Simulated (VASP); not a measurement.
These are PBE GGA, VASP's PBE PAW potentials (set 64) (plane waves; VASP 6.6.1) values and carry that method's errors.

A VASP calculation is set up with these files.

POSCAR:
```
HfN
1
    0.0000000000     2.2600000000     2.2600000000
    2.2600000000     0.0000000000     2.2600000000
    2.2600000000     2.2600000000     0.0000000000
Hf N
1 1
Direct
  0.0000000000   0.0000000000   0.0000000000
  0.5000000000   0.5000000000   0.5000000000
```

**INCAR**
```
EDIFF  =  1E-6   # SCF stop (eV)
SIGMA  =  0.272
ALGO  =  Normal   # blocked Davidson
LASPH  =  T
ENCUT  =  400
ISIF  =  2   # forces and stress, cell fixed
NELM  =  100
LMAXMIX  =  6   # l cut-off of mixed one-centre charges
GGA  =  PE
ISMEAR  =  0   # Gaussian
PREC  =  Accurate
LWAVE  =  F
LCHARG  =  F
SYSTEM  =  HfN
LREAL  =  F   # projection in real space or not
```

KPOINTS:
```
Automatic mesh
0
Gamma
10 10 10
0 0 0
```

POTCAR, in this order: Hf_pv N (PBE.64 set). Program: vasp_std.

Output

**OUTCAR**
```
 ion  position               nearest neighbor table
   1  0.000  0.000  0.000-   2 2.26   2 2.26   2 2.26   2 2.26   2 2.26   2 2.26
   2  0.500  0.500  0.500-   1 2.26   1 2.26   1 2.26   1 2.26   1 2.26   1 2.26
  LATTYP: Found a face centered cubic cell.
 ALAT       =     4.5200000000
 Subroutine PRICEL returns:
 Original cell was already a primitive cell.
 Subroutine GETGRP returns: Found 48 space group operations
The static configuration has the point symmetry O_h .
The dynamic configuration has the point symmetry O_h .
 Subroutine INISYM returns: Found 48 space group operations
 Subroutine IBZKPT returns following result:
 Found     47 irreducible k-points:

 Following reciprocal coordinates:
            Coordinates               Weight
  0.000000  0.000000  0.000000      1.000000
  0.100000  0.000000  0.000000      8.000000
  0.200000  0.000000  0.000000      8.000000
  0.300000  0.000000  0.000000      8.000000
  0.400000  0.000000  0.000000      8.000000
  0.500000  0.000000  0.000000      4.000000
  0.100000  0.100000  0.000000      6.000000
  0.200000  0.100000  0.000000     24.000000
  0.300000  0.100000  0.000000     24.000000
  0.400000  0.100000  0.000000     24.000000
  0.500000  0.100000  0.000000     24.000000
 -0.400000  0.100000  0.000000     24.000000
 -0.300000  0.100000  0.000000     24.000000
 -0.200000  0.100000  0.000000     24.000000
 -0.100000  0.100000  0.000000     12.000000
  0.200000  0.200000  0.000000      6.000000
  0.300000  0.200000  0.000000     24.000000
  0.400000  0.200000  0.000000     24.000000
  0.500000  0.200000  0.000000     24.000000
 -0.400000  0.200000  0.000000     24.000000
 -0.300000  0.200000  0.000000     24.000000
 -0.200000  0.200000  0.000000     12.000000
  0.300000  0.300000  0.000000      6.000000
  0.400000  0.300000  0.000000     24.000000
...
```

### OSZICAR
```
       N       E                     dE             d eps       ncg     rms          rms(c)
DAV:   1     0.282388987682E+02    0.28239E+02   -0.70929E+03  1050   0.104E+03
DAV:   2    -0.230514328890E+02   -0.51290E+02   -0.48640E+02  1279   0.219E+02
DAV:   3    -0.247248483474E+02   -0.16734E+01   -0.16613E+01  1329   0.345E+01
DAV:   4    -0.247386767713E+02   -0.13828E-01   -0.13788E-01  1189   0.312E+00
DAV:   5    -0.247388838827E+02   -0.20711E-03   -0.20693E-03  1347   0.294E-01    0.491E+01
DAV:   6    -0.218554898297E+02    0.28834E+01   -0.15444E+01  1160   0.272E+01    0.414E+01
DAV:   7    -0.217853840718E+02    0.70106E-01   -0.62185E-01  1172   0.720E+00    0.263E+01
DAV:   8    -0.217705250538E+02    0.14859E-01   -0.11072E-01  1178   0.316E+00    0.544E+00
DAV:   9    -0.217627554663E+02    0.77696E-02   -0.43220E-02  1196   0.144E+00    0.146E+00
DAV:  10    -0.217624080552E+02    0.34741E-03   -0.23045E-03  1228   0.421E-01    0.139E-01
DAV:  11    -0.217624206955E+02   -0.12640E-04   -0.80038E-05  1242   0.966E-02    0.633E-02
DAV:  12    -0.217624175327E+02    0.31628E-05   -0.10939E-05  1205   0.297E-02    0.172E-02
DAV:  13    -0.217624174169E+02    0.11589E-06   -0.49538E-07   643   0.769E-03
   1 F= -.21762417E+02 E0= -.21749417E+02  d E =-.260004E-01
```

### OUTCAR
```
------------------------ aborting loop because EDIFF is reached ----------------------------------------
  FORCE on cell =-STRESS in cart. coord.  units (eV):
  Direction    XX          YY          ZZ          XY          YZ          ZX
  --------------------------------------------------------------------------------------
  Total       -0.0537712     -0.0537712     -0.0537712      0.0000000      0.0000000      0.0000000
  in kB       -3.7316850     -3.7316850     -3.7316850      0.0000000      0.0000000      0.0000000
  external PRESSURE =      -3.7316850 kB  Pullay stress =       0.0000000 kB
  volume of cell :       23.09
      direct lattice vectors                 reciprocal lattice vectors
     0.000000000  2.260000000  2.260000000    -0.221238938  0.221238938  0.221238938
     2.260000000  0.000000000  2.260000000     0.221238938 -0.221238938  0.221238938
     2.260000000  2.260000000  0.000000000     0.221238938  0.221238938 -0.221238938
 POSITION                                       TOTAL-FORCE (eV/Angst)
 -----------------------------------------------------------------------------------
      0.00000      0.00000      0.00000         0.000000      0.000000     -0.000000
      2.26000      2.26000      2.26000        -0.000000      0.000000      0.000000
 -----------------------------------------------------------------------------------
    total drift:                                0.000000     -0.000000     -0.000000
  FREE ENERGIE OF THE ION-ELECTRON SYSTEM (eV)
  ---------------------------------------------------
  free  energy   TOTEN  =       -21.7624174169 eV

  energy  without entropy=      -21.7364169676  energy(sigma->0) =      -21.74941719
```
(Selected blocks of OUTCAR.)

At this cut-off the stress carries a Pulay error, which pulls relaxed volumes low.

The structure is a typed HfN crystal (Fm-3m). The cell was not relaxed at this level. The electron count is odd and the run is not spin-polarised, which forces a metal.
